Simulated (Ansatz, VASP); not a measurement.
## NaB in two plane-wave programs

Aim: how closely do two programs agree when they are given the same cell, functional and k mesh? The cell is taken from a series of runs on this material, whose earlier steps may have relaxed, scaled, displaced or heated it; both programs get it as it stands.

Calculated with Ansatz 0.2.0; plane waves, with VASP 6.6.1 beside it; relaxation of cell and atoms at PBEsol.

### Step 1. The structure

It takes space group Fm-3m (No. 225, cubic). Conventional cell: a = 5.300 Å, b = 5.300 Å, c = 5.300 Å, α = 90.00°, β = 90.00°, γ = 90.00°. Nearest to Na lie 6 B at 2.65 Å. B has 6 Na at 2.65 Å nearest. Farther neighbours are not listed.

### Step 2. Ansatz: relaxation of cell and atoms, PBEsol, pair 1

Ansatz runs on its PAW soft_1 files.

The relaxed volume is the usual yardstick between codes: in a stiff, nearly cubic crystal its relative difference is about their pressure difference at one cell divided by the bulk modulus.

The input, input.yaml:

```yaml
crystal:
  lattice:
    - [0.0, 2.6501950063, 2.6501950063]
    - [2.6501950063, 0.0, 2.6501950063]
    - [2.6501950063, 2.6501950063, 0.0]
  atoms:
    - { symbol: Na, position: [0.0, 0.0, 0.0] }
    - { symbol: B, position: [0.5, 0.5, 0.5] }
kpoints:
  mp_grid: { grid: [16, 16, 16] }
hamiltonian:
  xc: pbesol
  pseudopotentials: { kind: paw, azcp: { folder: soft_1 }, xc_functional: pbe }
scf:
  occupations: { method: methfessel_paxton, width: 0.2 }
output:
  forces: true
  stress: true
  eigenvalues: true
relax:
  adjacent_minimum: "off"
  f_tol: 0.001
  max_steps: 60
  cell: { stress_tol: 0.01 }
```

Launch:

```console
$ ansatz run input.yaml --threads 4 --pin off --max-ram 10240MiB --backend cpu --events-out ev --progress --plain --runs-dir out
```

Numbers of over 12 decimals in the logs are rounded to 6 here.

Log:

```text
Engine: ansatz 0.2.0, aarch64-unknown-linux-gnu
Pseudopotentials: kind: paw
Pseudopotential: Na, paw, valence charge 9, recommended cutoff 420 eV (normal), soft_1/Na.paw.azcp
Pseudopotential: B, paw, valence charge 3, recommended cutoff 420 eV (normal), soft_1/B.paw.azcp
Functional definition: PBEsol
  exchange = pbesol_x
  correlation = pbesol_c
Crystal: 2 atoms, lattice volume = 37.227 Å³
Basis set: ecut = 420 eV, 725 PW (Γ), exchange–correlation on 54×54×54 points (8 copies of the dense FFT grid, shifted against one another)
Bands: 10, of which v1, the nominal top of the filled ones, is band 6 counted from 1 (5 counted from 0)
Symmetry: 48 space group operations
Space group: Fm-3m (ITA 225), of the structure as read, at distance tolerance 3.3e-5 Å
k-points: 145 of 4096
Non-local potential: Na, projectors of the file, l = 0: 3, l = 1: 2, l = 2: 1
Non-local potential: B, projectors of the file, l = 0: 2, l = 1: 2, l = 2: 1
PAW form: soft (Blöchl's): semilocal exchange-correlation on the pseudo side does not see the compensation charge
PAW frozen core: Na, regenerated for the run's functional, and the local potential with it (the file was generated under x = pbe(κ = 0.804, μ = 0.219515), c = pbe(β = 0.066725))
PAW frozen core: B, regenerated for the run's functional, and the local potential with it (the file was generated under x = pbe(κ = 0.804, μ = 0.219515), c = pbe(β = 0.066725))
PAW one-centre angular grid: Na, 110 points (default); XC on 64 Gauss nodes
PAW one-centre angular grid: B, 110 points (default); XC on 64 Gauss nodes
Initial density: superposition of atomic densities (chi_scale 0.1, normalization cell, long waves kept (reshape's long-wave potential 0.00 eV rms))
Initial wavefunctions: pseudopotential atomic-orbital guess
Functional: x = pbesol(κ = 0.804, μ = 0.123457), c = pbesol(β = 0.046)
SCF iter   1: F=—  HF=-1624.707440 eV  |F-HF|=—  |Δ(HF+E_count)|=         —  Δρ=1.72e-2  dr2=8.16e-2  ethr=3.10e-3  ⟨swp⟩=5.3  Hψ=7993  notcnv=0
preconditioner: auto → none  [metal: Δε(μ)=0.065 eV  Ē_g=7.990 eV  σ=0.200 eV  W_gap=0.27  n_scr=8 (ndim 8)  ℏωp=12.2 eV  f_vac=0.000  D(μ)=1.13/eV (n_scr^D=8)  sad-step TF]
SCF iter   2: F=—  HF=-1624.684104 eV  |F-HF|=—  |Δ(HF+E_count)|=   2.33e-2  S|Δr|=    0.00e0  Δρ=7.23e-3  dr2=2.01e-2  ethr=6.80e-4  ⟨swp⟩=2.0  Hψ=3050  notcnv=0
SCF iter   3: F=—  HF=-1624.677396 eV  |F-HF|=—  |Δ(HF+E_count)|=   6.71e-3  S|Δr|=    0.00e0  Δρ=1.19e-3  dr2=4.22e-4  ethr=1.68e-4  ⟨swp⟩=2.9  Hψ=2269  notcnv=0
SCF iter   4: F=—  HF=-1624.677393 eV  |F-HF|=—  |Δ(HF+E_count)|=   3.23e-6  S|Δr|=    0.00e0  Δρ=3.49e-4  dr2=1.65e-5  ethr=3.52e-6  ⟨swp⟩=2.0  Hψ=1786  notcnv=0
SCF iter   5: F=—  HF=-1624.677399 eV  |F-HF|=—  |Δ(HF+E_count)|=   6.14e-6  S|Δr|=    0.00e0  Δρ=2.49e-5  dr2=1.53e-7  ethr=1.37e-7  ⟨swp⟩=2.0  Hψ=2305  notcnv=0  defer=2
SCF iter   6: F=-1624.677399 eV  HF=-1624.677399 eV  |F-HF|=1.67e-9  |Δ(HF+E_count)|=   1.78e-7  S|Δr|=    0.00e0  Δρ=2.30e-6  dr2=3.14e-9  ethr=8.33e-10  ⟨swp⟩=6.9  Hψ=6985  notcnv=0
SCF 1 converged in 6 iterations: F = -1624.677399 eV  dr2 = 3.14e-9
  greatest PAW one-centre occupation: 0.999 electrons in one spin orbital (limit 2), on the Na atom at site 0 (counted from 0), in its partial waves of l = 0
relax step   1: F+E_penalty+E_count = -1624.67739928 eV  Δ(F+E_penalty+E_count) = +0.000e0 eV  max|allowed force component| = 1.878e-30 eV/Å  Δτ_max = 0.0000 Å  P = +0.040 GPa  Ω = 37.227 Å³  (6 SCF iters, dr2 threshold 1.00e-7 eV, accepted)
[...]
relax step   2: F+E_penalty+E_count = -1624.67740010 eV  Δ(F+E_penalty+E_count) = -8.171e-7 eV  max|allowed force component| = 3.780e-30 eV/Å  Δτ_max = 0.0000 Å  P = +0.008 GPa  Ω = 37.270 Å³  energy of the carried Pulay correction = -5.551e-6 eV  (2 SCF iters, dr2 threshold 4.09e-9 eV, accepted)
[...]
relax step   3: F+E_penalty+E_count = -1624.67740651 eV  Δ(F+E_penalty+E_count) = -6.407e-6 eV  max|allowed force component| = 6.409e-31 eV/Å  Δτ_max = 0.0000 Å  P = +0.008 GPa  Ω = 37.270 Å³  stress off target by 8.23e-3 GPa  SCF on the basis re-selected at this cell (its energy is not comparable with the rows above)  (5 SCF iters)
basis re-selected at this cell: Δ(F+E_penalty+E_count) = -6.407e-6 eV, ΔP = +0.000 GPa vs the last step (what re-selecting the basis moved, of the pressure what is left beyond the Pulay correction that the steps carried, after the strain that the cell walked since its last selection, with what the two solves' SCF thresholds leave and, on support functions, any second-order correction that the steps lacked; it is no m [...]
SCF converged after 5 iterations
Stability not checked: this state was not tested for a lower state beside it, because cold or Methfessel-Paxton smearing, or corrected tetrahedra, fill the levels in a way that the test cannot read (fill_not_monotonic; see scf.lower_state_search)
Free energy (F): -1624.677407 eV
Harris-Foulkes:  -1624.677407 eV  (|F-HF|=1.14e-12)
Internal energy: -1624.676225 eV  (E = F + TS)
E sigma→0 (E₀):  -1624.677111 eV
Entropy (-TS):   -0.001182 eV (-0.591 meV/atom)
Fermi energy:    2.816736 eV
--- Per-component energies (eV) ---
  E_band       = -217.568180
  E_kinetic    = 148.880714
  E_local      = -1526.456772  (includes V_loc(G=0)·N_el)
  E_nonlocal   = 291.696883
  E_hartree    = 523.765944
  E_xc         = -64.149663
  E_vxc        = -79.273812  (∫ρ·V_xc dr)
  E_paw        = -358.281323  (= ΣΔE_a)
  E_vpaw       = -99.947111  (= ΣTr[D̂ρ^β])
  E_aug_tail   = 0.000016  (compensation charges beyond the density's cutoff)
  E_ewald      = -640.201429
  E_core_change = 0.069405  (= ΣΔE_core)
  E_smearing   = -0.001182  (= −TS)
  E_closure    = -0.000000  (closes the sum)
  Σ components = -1624.677407   (vs F -1624.677407, Δ=0.00e0)
--- Forces (eV/Å), atoms counted from 1 ---
  atom   1  Na    -0.00000000     0.00000000    -0.00000000
  atom   2  B      0.00000000    -0.00000000     0.00000000
  max |Σ_I F_I| component: 1.08e-30 eV/Å
--- Stress (GPa, compression-positive) ---
        0.008235       0.000000       0.000000
        0.000000       0.008235       0.000000
        0.000000       0.000000       0.008235
  P = ⅓ Tr σ = 0.0082 GPa (0.082 kbar)
--- Band table (eV; the first three rows and the last of 145) ---
  k-point 0: bands = ["-47.9449", "-20.0322", "-20.0322", "-20.0322", "-4.4476", "5.3080", "5.3080", "5.3080", "10.6094", "13.0965"]
  k-point 1: bands = ["-47.9448", "-20.0341", "-20.0324", "-20.0324", "-4.3980", "5.1158", "5.2784", "5.2784", "10.7225", "12.7582"]
  k-point 2: bands = ["-47.9446", "-20.0395", "-20.0329", "-20.0329", "-4.2510", "4.6006", "5.1967", "5.1967", "10.9345", "12.3001"]
  k-point 144: bands = ["-47.9420", "-20.0623", "-20.0623", "-20.0496", "-1.7720", "2.2332", "2.2332", "3.3064", "11.6109", "12.0808"]
--- Relaxed structure (2 steps of the walk, 2 accepted, 1 SCFs on fresh bases) ---
  F+E_penalty+E_count = -1624.67740651 eV   max|allowed force component| = 6.409e-31 eV/Å   (the final SCF, on the basis selected at the relaxed cell)
  cell:  # Å, volume = 37.2695 Å³
    - [0, 2.651193, 2.651193]
    - [2.651193, 0, 2.651193]
    - [2.651193, 2.651193, 0]
  atoms:
    - { symbol: Na, position: [0, 0, 0] }
    - { symbol: B, position: [0.5, 0.5, 0.5] }
```

### Step 3. VASP: relaxation of cell and atoms, PBEsol, pair 1

The same cell, functional, mesh and smearing now go to VASP, with its own data sets.

Lines of VASP's logs that name or quote its potential files are left out, and so is its time.

The input, INCAR:

```
SYSTEM = NaB
PREC = Accurate
ENCUT = 500
EDIFF = 1E-07
NELM = 120
ISMEAR = 1
SIGMA = 0.2
LREAL = .FALSE.
ALGO = Normal
GGA = PS
NBANDS = 11
LORBIT = 11
LWAVE = .FALSE.
LCHARG = .FALSE.
ISIF = 3
IBRION = 2
NSW = 80
EDIFFG = -0.005
LASPH = .TRUE.
GGA_COMPAT = .FALSE.
NELMIN = 4
KPAR = 2
```

The input, POSCAR:

```
NaB
1.0
    0.0000000000      2.6501950000      2.6501950000
    2.6501950000      0.0000000000      2.6501950000
    2.6501950000      2.6501950000      0.0000000000
Na B
1 1
Direct
    0.0000000000      0.0000000000      0.0000000000
    0.5000000000      0.5000000000      0.5000000000
```

The input, KPOINTS:

```
Automatic mesh
0
Gamma
16 16 16
0 0 0
```

The projector-augmented-wave data sets are Na_pv and B (PBE family, release 64).

Launch:

```console
$ mpirun -np 2 vasp_std
```

Log:

```text
[banner, memory and clock lines left out]
running    2 mpi-ranks, on    1 nodes
 distrk:  each k-point on    1 cores,    2 groups
 distr:  one band on    1 cores,    1 groups

 POSCAR found type information on POSCAR NaB
 POSCAR found :  2 types and       2 ions
|                                                                             |
|               ----> ADVICE to this user running VASP <----                  |
|                                                                             |
|     You enforced a specific xc type in the INCAR file but a different       |
|     [... a line on the potential file left out ...]
|     I HOPE YOU KNOW WHAT YOU ARE DOING!                                     |
|                                                                             |

 LDA part: xc-table for (Slater+PW92), standard interpolation
 POSCAR, INCAR and KPOINTS ok, starting setup
 FFT: planning ... GRIDC
 FFT: planning ... GRID_SOFT
 FFT: planning ... GRID
 WAVECAR not read
 entering main loop
       N       E                     dE             d eps       ncg     rms          rms(c)
DAV:   1     0.414081308815E+02    0.41408E+02   -0.53121E+03  3202   0.869E+02
DAV:   2    -0.288792220507E+01   -0.44296E+02   -0.43293E+02  3424   0.197E+02
DAV:   3    -0.457323384728E+01   -0.16853E+01   -0.16662E+01  3938   0.381E+01
DAV:   4    -0.459223927337E+01   -0.19005E-01   -0.18973E-01  3496   0.399E+00
DAV:   5    -0.459243292578E+01   -0.19365E-03   -0.19365E-03  3747   0.429E-01    0.513E-01
DAV:   6    -0.458247285094E+01    0.99601E-02   -0.74878E-03  4416   0.128E+00    0.311E-01
DAV:   7    -0.457880042825E+01    0.36724E-02   -0.71032E-03  4685   0.103E+00    0.932E-02
DAV:   8    -0.457863581474E+01    0.16461E-03   -0.48809E-04  3502   0.342E-01    0.129E-02
DAV:   9    -0.457863152763E+01    0.42871E-05   -0.25800E-05  3865   0.790E-02    0.415E-03
DAV:  10    -0.457863163867E+01   -0.11104E-06   -0.49019E-07  3462   0.737E-03    0.208E-03
DAV:  11    -0.457863176455E+01   -0.12588E-06   -0.12382E-08  1942   0.121E-03    0.991E-05
DAV:  12    -0.457863175844E+01    0.61098E-08   -0.24185E-09  1772   0.818E-04
   1 F= -.45786318E+01 E0= -.45782351E+01  d E =-.457863E+01
 curvature:   0.00 expect dE= 0.000E+00 dE for cont linesearch  0.000E+00
 trial: gam= 0.00000 g(F)=  0.381E-62 g(S)=  0.316E-04 ort = 0.000E+00 (trialstep = 0.100E+01)
 search vector abs. value=  0.316E-04
 bond charge predicted
       N       E                     dE             d eps       ncg     rms          rms(c)
DAV:   1    -0.457874844869E+01   -0.11668E-03   -0.26776E-03  3649   0.925E-01    0.656E-02
DAV:   2    -0.457868047359E+01    0.67975E-04   -0.67376E-05  3628   0.156E-01    0.334E-02
DAV:   3    -0.457865753566E+01    0.22938E-04   -0.32650E-05  3694   0.103E-01    0.304E-03
DAV:   4    -0.457865665106E+01    0.88460E-06   -0.10265E-06  3607   0.172E-02    0.152E-03
DAV:   5    -0.457865636728E+01    0.28378E-06   -0.21433E-07  2920   0.815E-03    0.801E-05
DAV:   6    -0.457865635792E+01    0.93619E-08   -0.22954E-09  1673   0.530E-04
   2 F= -.45786564E+01 E0= -.45782608E+01  d E =-.245995E-04
 trial-energy change:   -0.000025  1 .order   -0.000024   -0.000032   -0.000016
 step:   1.6886(harm=  2.0292)  dis= 0.00000  next Energy=    -4.578662 (dE=-0.304E-04)
 bond charge predicted
       N       E                     dE             d eps       ncg     rms          rms(c)
DAV:   1    -0.457870781996E+01   -0.51453E-04   -0.12671E-03  3646   0.636E-01    0.451E-02
DAV:   2    -0.457867557407E+01    0.32246E-04   -0.31835E-05  3619   0.107E-01    0.230E-02
DAV:   3    -0.457866473204E+01    0.10842E-04   -0.15439E-05  3682   0.708E-02    0.209E-03
DAV:   4    -0.457866434221E+01    0.38982E-06   -0.48536E-07  3547   0.118E-02    0.105E-03
DAV:   5    -0.457866420648E+01    0.13573E-06   -0.99143E-08  1661   0.562E-03    0.574E-05
DAV:   6    -0.457866420097E+01    0.55145E-08   -0.38345E-09  1643   0.802E-04
   3 F= -.45786642E+01 E0= -.45782694E+01  d E =-.324425E-04
 curvature:  -0.90 expect dE=-0.832E-06 dE for cont linesearch -0.832E-06
 trial: gam=-0.14154 g(F)=  0.367E-62 g(S)=  0.921E-06 ort = 0.540E-05 (trialstep = 0.114E+01)
 search vector abs. value=  0.269E-07
 reached required accuracy - stopping structural energy minimisation
```

From OUTCAR (step 3):

```text
ion  position               nearest neighbor table
   1  0.000  0.000  0.000-
   2  0.500  0.500  0.500-

  LATTYP: Found a face centered cubic cell.
 ALAT       =     5.3003900000

 Subroutine GETGRP returns: Found 48 space group operations
 (whereof 48 operations were pure point group operations)

The static configuration has the point symmetry O_h .

 Found    145 irreducible k-points:

   k-points           NKPTS =    145   k-points in BZ     NKDIM =    145   number of bands    NBANDS=     11

   dimension x,y,z NGX =    28 NGY =   28 NGZ =   28
   dimension x,y,z NGXF=    56 NGYF=   56 NGZF=   56

   ENCUT  =  500.0 eV  36.75 Ry    6.06 a.u.   6.83  6.83  6.83*2*pi/ulx,y,z

   NELECT =      10.0000    total number of electrons

 k-points in reciprocal lattice and weights: Automatic mesh
   0.00000000  0.00000000  0.00000000       0.000
   0.06250000  0.00000000  0.00000000       0.002
   0.12500000  0.00000000  0.00000000       0.002
   0.18750000  0.00000000  0.00000000       0.002
   0.25000000  0.00000000  0.00000000       0.002
   0.31250000  0.00000000  0.00000000       0.002
   0.37500000  0.00000000  0.00000000       0.002
   0.43750000  0.00000000  0.00000000       0.002
   0.50000000  0.00000000  0.00000000       0.001
[...]
-0.31250000  0.50000000  0.18750000       0.003
  -0.25000000  0.50000000  0.25000000       0.001

 average (electrostatic) potential at core
       1 -47.6411       2 -33.2188

 E-fermi :   0.8629

 k-point     1 :       0.0000    0.0000    0.0000
  band No.  band energies     occupation
      1     -21.9784      2.00000
      2     -21.9784      2.00000
      3     -21.9784      2.00000
      4      -6.4069      2.00000
      5       3.3528     -0.00000
      6       3.3528     -0.00000
      7       3.3528     -0.00000
      8       8.6428      0.00000
      9      11.1467      0.00000
    ...

 k-point     2 :       0.0625    0.0000    0.0000
  band No.  band energies     occupation
      1     -21.9803      2.00000
      2     -21.9786      2.00000
      3     -21.9786      2.00000
      4      -6.3572      2.00000
      5       3.1607     -0.00000
      6       3.3234     -0.00000
      7       3.3234     -0.00000
      8       8.7560      0.00000
      9      10.8067      0.00000
    ...

 k-point     3 :       0.1250    0.0000    0.0000
  band No.  band energies     occupation
      1     -21.9856      2.00000
      2     -21.9791      2.00000
      3     -21.9791      2.00000
      4      -6.2096      2.00000
      5       2.6455     -0.00000
      6       3.2419     -0.00000
      7       3.2419     -0.00000
      8       8.9690      0.00000
      9      10.3457      0.00000
    ...

  Total        0.0035683      0.0035683      0.0035683      0.0000000     -0.0000000      0.0000000
  in kB        0.1531790      0.1531790      0.1531790      0.0000000     -0.0000000      0.0000000
  external PRESSURE =       0.1531790 kB  Pullay stress =       0.0000000 kB

  energy-cutoff  :      500.00
  volume of cell :       37.32
      direct lattice vectors                 reciprocal lattice vectors
     0.000000000  2.652451849  2.652451849    -0.188504836  0.188504836  0.188504836
     2.652451849 -0.000000000  2.652451849     0.188504836 -0.188504836  0.188504836
     2.652451849  2.652451849  0.000000000     0.188504836  0.188504836 -0.188504836

 POSITION                                       TOTAL-FORCE (eV/Angst)
 -----------------------------------------------------------------------------------
      0.00000      0.00000      0.00000         0.000000      0.000000      0.000000
      2.65245      2.65245      2.65245         0.000000      0.000000     -0.000000
 -----------------------------------------------------------------------------------
    total drift:                               -0.000000      0.000000      0.000000

  FREE ENERGIE OF THE ION-ELECTRON SYSTEM (eV)
  ---------------------------------------------------
  free  energy   TOTEN  =        -4.5786642010 eV

  energy  without entropy=       -4.5774797732  energy(sigma->0) =       -4.57826939

 reached required accuracy - stopping structural energy minimisation

 total charge
# of ion       s       p       d       tot
------------------------------------------
    1        0.100   6.002   0.000   6.102
    2        0.872   0.553   0.000   1.425
--------------------------------------------------
tot          0.972   6.555   0.000   7.527

[... 3 further parts left out ...]
```

The run keeps the 48 symmetry operations of its start, so it cannot find a distortion of lower symmetry.

### Step 4. Differences

Known differences besides the potentials themselves: the data sets hold 12 valence electrons in Ansatz (on its PAW soft_1 files) and 10 in VASP; the cutoff is 420 eV in Ansatz and 500 eV in VASP; Ansatz makes its cores anew for this functional, VASP keeps those of its PBE data sets; Ansatz adds a Pulay correction to the stress that steers its cell, VASP none. Total energies have different zeros and are not compared.

The two programs side by side:

| quantity | Ansatz | VASP | difference |
| --- | --- | --- | --- |
| volume (Å³) | 37.27 | 37.32 | -0.14 % |
| edge a after relaxation, in the typed setting (Å) | 3.749 | 3.751 | -0.05 % |

(Part 1 of 2 ends here.)

[Lines on the potential files, build, host, timing and source positions are cut from VASP's logs without a mark.]

[Logs are printed without paths, hosts, clocks, repeated set-up lines and the standing remarks that a program may print on its own settings, such as how far it seeks lower states.]

[Hosts, paths, dates, database ids (printed as entryN), source tags and the programs' standing remarks are cut or masked in the printed files.]
